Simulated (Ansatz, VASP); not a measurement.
# Al3GaN4 (Al3GaN4 (Pm)) in two plane-wave programs

One calculation is typed for both programs; each brings its own data sets. How far apart do they land? The cell is taken from a series of runs on this material, whose earlier steps may have relaxed, scaled, displaced or heated it; both programs get it as it stands.

Program: Ansatz 0.2.0. Level of theory: plane waves, with VASP 6.6.1 beside it; relaxation of cell and atoms at PBEsol. Results are calculated unless marked as measured.

## (1) Set-up

Symmetry: Pm, No. 6, monoclinic system. The conventional cell has a = 5.038 Å, b = 3.125 Å, c = 5.411 Å, α = 90.00°, β = 90.04°, γ = 90.00°. Nearest to Al lie 4 N at 1.87 to 1.90 Å. Nearest to Al lie 4 N at 1.89 to 1.90 Å. Nearest to Ga lie 4 N at 1.93 to 1.96 Å. N has 3 Al at 1.89 Å and 1 Ga at 1.96 Å nearest. Nearest to N lie 4 Al at 1.90 Å. Farther neighbours and most contacts between anions are not listed.

Structure file:

```cif
data_structure
_symmetry_space_group_name_H-M 'P 1'
_symmetry_Int_Tables_number 1
_cell_length_a 5.0377
_cell_length_b 3.1254
_cell_length_c 5.4112
_cell_angle_alpha 90.000
_cell_angle_beta 90.036
_cell_angle_gamma 90.000
_cell_volume 85.20
loop_
_atom_site_label
_atom_site_type_symbol
_atom_site_fract_x
_atom_site_fract_y
_atom_site_fract_z
_atom_site_occupancy
Al1 Al 0.50010 0.50000 0.16728 1
Al2 Al 0.00076 0.50000 0.83496 1
Al3 Al 0.00089 0.00000 0.33158 1
Ga4 Ga 0.49971 0.00000 0.66616 1
N5 N 0.11014 0.00000 0.66630 1
N6 N 0.12259 0.50000 0.16717 1
N7 N 0.62590 0.50000 0.84128 1
N8 N 0.62351 0.00000 0.32526 1
```

## (2) Ansatz: relaxation of cell and atoms, PBEsol

Ansatz runs on its default PAW (the set named soft_2) files.

The relaxed volume is the usual yardstick between codes: in a stiff, nearly cubic crystal its relative difference is about their pressure difference at one cell divided by the bulk modulus.

input.yaml

```yaml
crystal:
  lattice:
    - [5.0376936, 0.0, 0.0]
    - [0.0, 3.1254378, 0.0]
    - [-0.003356, 0.0, 5.4111721]
  atoms:
    - { symbol: Al, position: [0.50009873, 0.5, 0.16728039] }
    - { symbol: Al, position: [0.00076357, 0.5, 0.83496431] }
    - { symbol: Al, position: [0.00088655, 0.0, 0.3315828] }
    - { symbol: Ga, position: [0.49971489, 0.0, 0.66616374] }
    - { symbol: "N", position: [0.11013543, 0.0, 0.66629554] }
    - { symbol: "N", position: [0.12258652, 0.5, 0.16717386] }
    - { symbol: "N", position: [0.62590355, 0.5, 0.84127752] }
    - { symbol: "N", position: [0.62350976, 0.0, 0.32526284] }
basis:
  ecutwfc: 420
  xc_grid: 2
hamiltonian:
  xc: pbesol
kpoints:
  mp_grid: { grid: [6, 9, 5] }
scf:
  occupations: { method: fixed }
  max_iter: 100
relax:
  f_tol: 0.005
  max_steps: 60
  cell: {}
output:
  forces: true
  stress: true
checkpoint:
  write: "../cell.run"
  compress: false
  write_wavefunctions: false
  write_every: 100000
```

Launch:

```bash
ansatz run input.yaml --threads 4 --pin off --max-ram 7536MiB --backend cpu --events-out ev --progress --plain --runs-dir out
```

Numbers of over 12 decimals in the logs are rounded to 6 here.

Output:

```text
Engine: ansatz 0.2.0, x86_64-unknown-linux-gnu
Pseudopotentials: kind: paw
Pseudopotential: Al, paw, valence charge 3, recommended cutoff 420 eV (normal), Al.paw.azcp
Pseudopotential: Ga, paw, valence charge 13, recommended cutoff 420 eV (normal), Ga.paw.azcp
Pseudopotential: N, paw, valence charge 5, recommended cutoff 420 eV (normal), N.paw.azcp
Functional definition: PBEsol
  exchange = pbesol_x
  correlation = pbesol_c
Crystal: 8 atoms, lattice volume = 85.199 Å³
Basis set: ecut = 420 eV, 1681 PW (Γ), exchange–correlation on 72×48×80 points (8 copies of the dense FFT grid, shifted against one another)
Bands: 29, of which v1, the nominal top of the filled ones, is band 21 counted from 1 (20 counted from 0)
Symmetry: 2 space group operations
Space group: Pm (ITA 6), of the structure as read, at distance tolerance 4.4e-5 Å
k-points: 80 of 270 (time reversal used)
Non-local potential: Al, projectors of the file, l = 0: 2, l = 1: 2, l = 2: 1
Non-local potential: Ga, projectors of the file, l = 0: 2, l = 1: 2, l = 2: 3, l = 3: 1
Non-local potential: N, projectors of the file, l = 0: 2, l = 1: 2, l = 2: 1
PAW form: soft (Blöchl's): semilocal exchange-correlation on the pseudo side does not see the compensation charge
PAW frozen core: Al, regenerated for the run's functional, and the local potential with it (the file was generated under x = pbe(κ = 0.804, μ = 0.219515), c = pbe(β = 0.066725))
PAW frozen core: Ga, regenerated for the run's functional, and the local potential with it (the file was generated under x = pbe(κ = 0.804, μ = 0.219515), c = pbe(β = 0.066725))
PAW frozen core: N, regenerated for the run's functional, and the local potential with it (the file was generated under x = pbe(κ = 0.804, μ = 0.219515), c = pbe(β = 0.066725))
PAW one-centre angular grid: Al, 110 points (default); XC on 64 Gauss nodes
PAW one-centre angular grid: Ga, 590 points (default); XC on 64 Gauss nodes
PAW one-centre angular grid: N, 110 points (default); XC on 64 Gauss nodes
Initial density: superposition of atomic densities (neutral atoms: chi_scale 0, normalization atom), corrected by the library's trained network
Initial wavefunctions: pseudopotential atomic-orbital guess
Functional: x = pbesol(κ = 0.804, μ = 0.123457), c = pbesol(β = 0.046)
SCF iter   1: F=—  HF=-6840.717854 eV  |F-HF|=—  |Δ(HF+E_count)|=         —  Δρ=1.11e-2  dr2=1.10e-1  ethr=1.77e-3  ⟨swp⟩=4.5  Hψ=9103  notcnv=0  defer=444
preconditioner: auto → Resta (q_TF=auto, 2.425 Å⁻¹)  ε∞=4.2  [insulator: Δε(μ)=3.416 eV  Ē_g=14.620 eV  n_scr=20 (ndim 8)  ℏωp=26.1 eV  f_vac=0.000  ε∞_Penn≈4.2]
SCF iter   2: F=—  HF=-6840.686324 eV  |F-HF|=—  |Δ(HF+E_count)|=   3.15e-2  Δρ=1.76e-3  dr2=2.83e-3  ethr=2.62e-4  ⟨swp⟩=2.3  Hψ=3972  notcnv=0  defer=480
SCF iter   3: F=—  HF=-6840.685888 eV  |F-HF|=—  |Δ(HF+E_count)|=   4.36e-4  Δρ=9.25e-4  dr2=7.65e-4  ethr=6.73e-6  ⟨swp⟩=2.7  Hψ=2996  notcnv=0  defer=400
automatic band count: iteration 3 solves 28 bands in place of 29: the levels show a gap, and the empty bands left out lie too high to hold charge; the band table lists the bands solved (type scf.n_extra_bands for more)
SCF iter   4: F=—  HF=-6840.685751 eV  |F-HF|=—  |Δ(HF+E_count)|=   1.37e-4  Δρ=2.12e-4  dr2=3.62e-5  ethr=1.82e-6  ⟨swp⟩=2.6  Hψ=3604  notcnv=0  defer=400
SCF iter   5: F=—  HF=-6840.685574 eV  |F-HF|=—  |Δ(HF+E_count)|=   1.77e-4  Δρ=9.67e-5  dr2=7.12e-6  ethr=8.61e-8  ⟨swp⟩=2.0  Hψ=3740  notcnv=0  defer=230
SCF iter   6: F=—  HF=-6840.685574 eV  |F-HF|=—  |Δ(HF+E_count)|=   1.17e-7  Δρ=2.92e-5  dr2=9.06e-7  ethr=1.69e-8  ⟨swp⟩=2.1  Hψ=3538  notcnv=0  defer=229
SCF iter   7: F=-6840.685574 eV  HF=-6840.685574 eV  |F-HF|=3.33e-8  |Δ(HF+E_count)|=   1.57e-7  Δρ=8.73e-6  dr2=7.27e-8  ethr=2.38e-10  ⟨swp⟩=3.0  Hψ=8856  notcnv=0
SCF 1 converged in 7 iterations: F = -6840.685574 eV  dr2 = 7.27e-8
  greatest PAW one-centre occupation: 0.995 electrons in one spin orbital (limit 2), on the Ga atom at site 3 (counted from 0), in its partial waves of l = 2
relax step   1: F+E_penalty+E_count = -6840.68557354 eV  Δ(F+E_penalty+E_count) = +0.000e0 eV  max|allowed force component| = 1.370e-1 eV/Å  Δτ_max = 0.0000 Å  P = +0.801 GPa  Ω = 85.199 Å³  (7 SCF iters, dr2 threshold 1.00e-7 eV, accepted)
[...]
relax step   2: F+E_penalty+E_count = -6840.68662209 eV  Δ(F+E_penalty+E_count) = -1.049e-3 eV  max|allowed force component| = 6.720e-2 eV/Å  Δτ_max = 0.0038 Å  P = +0.389 GPa  Ω = 85.368 Å³  energy of the carried Pulay correction = -5.535e-4 eV  (4 SCF iters, dr2 threshold 8.00e-7 eV, accepted)
[...]
relax step   3: F+E_penalty+E_count = -6840.68661924 eV  Δ(F+E_penalty+E_count) = +2.855e-6 eV  max|allowed force component| = 4.259e-3 eV/Å  Δτ_max = 0.0032 Å  P = +0.001 GPa  Ω = 85.530 Å³  energy of the carried Pulay correction = -1.081e-3 eV  (5 SCF iters, dr2 threshold 4.04e-7 eV, accepted)
[...]
relax step   4: F+E_penalty+E_count = -6840.68774716 eV  Δ(F+E_penalty+E_count) = -1.128e-3 eV  max|allowed force component| = 4.286e-3 eV/Å  Δτ_max = 0.0000 Å  P = +0.023 GPa  Ω = 85.530 Å³  stress off target by 3.07e-2 GPa  SCF on the basis re-selected at this cell (its energy is not comparable with the rows above)  (6 SCF iters)
basis re-selected at this cell: Δ(F+E_penalty+E_count) = -1.128e-3 eV, ΔP = +0.022 GPa vs the last step (what re-selecting the basis moved, of the pressure what is left beyond the Pulay correction that the steps carried, after the strain that the cell walked since its last selection, with what the two solves' SCF thresholds leave and, on support functions, any second-order correction that the steps lacked; it is no m [...]
SCF converged after 6 iterations
Free energy (F): -6840.687747 eV
Harris-Foulkes:  -6840.687747 eV  (|F-HF|=6.00e-11)
Internal energy: -6840.687747 eV  (E = F + TS)
E sigma→0 (E₀):  -6840.687747 eV
Fermi energy:    7.671053 eV
--- Per-component energies (eV) ---
  E_band       = 22.515711
  E_kinetic    = 722.860934
  E_local      = -3167.686578  (includes V_loc(G=0)·N_el)
  E_nonlocal   = 642.550732
  E_hartree    = 1394.116968
  E_xc         = -429.732205
  E_vxc        = -456.235015  (∫ρ·V_xc dr)
  E_paw        = -3809.314041  (= ΣΔE_a)
  E_vpaw       = -507.208633  (= ΣTr[D̂ρ^β])
  E_aug_tail   = 0.000298  (compensation charges beyond the density's cutoff)
  E_ewald      = -2194.516646
  E_core_change = 1.032790  (= ΣΔE_core)
  E_smearing   = -0.000000  (= −TS)
  E_closure    = 0.000000  (closes the sum)
  Σ components = -6840.687747   (vs F -6840.687747, Δ=0.00e0)
--- Forces (eV/Å), atoms counted from 1 ---
  atom   1  Al     0.00428418     0.00000000     0.00208403
  atom   2  Al     0.00095253     0.00000000     0.00305585
  atom   3  Al     0.00010265     0.00000000    -0.00115497
  atom   4  Ga    -0.00140923     0.00000000    -0.00039951
  atom   5  N      0.00069793     0.00000000    -0.00121447
  atom   6  N     -0.00235457     0.00000000    -0.00130885
  atom   7  N     -0.00160414     0.00000000    -0.00029206
  atom   8  N     -0.00068552     0.00000000    -0.00077036
  max |Σ_I F_I| component: 1.62e-5 eV/Å
--- Stress (GPa, compression-positive) ---
        0.024106       0.000000      -0.007098
        0.000000       0.030702       0.000000
       -0.007118       0.000000       0.013284
  P = ⅓ Tr σ = 0.0227 GPa (0.227 kbar)
--- Relaxed structure (3 steps of the walk, 3 accepted, 1 SCFs on fresh bases) ---
  F+E_penalty+E_count = -6840.68774716 eV   max|allowed force component| = 4.286e-3 eV/Å   (the final SCF, on the basis selected at the relaxed cell)
  cell:  # Å, volume = 85.5303 Å³
    - [5.043460, 0, 0.000126393]
    - [0, 3.130052, 8.769139728643293e-19]
    - [-0.00322408, 1.518210981557442e-18, 5.418010]
  atoms:
    - { symbol: Al, position: [0.500229, 0.5, 0.167331] }
    - { symbol: Al, position: [0.000919505, 0.5, 0.834805] }
    - { symbol: Al, position: [0.00108726, 0, 0.331692] }
    - { symbol: Ga, position: [0.499420, 0, 0.666202] }
    - { symbol: N, position: [0.111175, 0, 0.666327] }
    - { symbol: N, position: [0.122455, 0.5, 0.167155] }
    - { symbol: N, position: [0.625124, 0.5, 0.840194] }
    - { symbol: N, position: [0.623190, 3.9696496855544265e-19, 0.326295] }
```

(Part 1 of 2 ends here.)

[Lines on the potential files, build, host, timing and source positions are cut from VASP's logs without a mark.]

[Logs are printed without paths, hosts, clocks, repeated set-up lines and the standing remarks that a program may print on its own settings, such as how far it seeks lower states.]

[Hosts, paths, dates, database ids (printed as entryN), source tags and the programs' standing remarks are cut or masked in the printed files.]
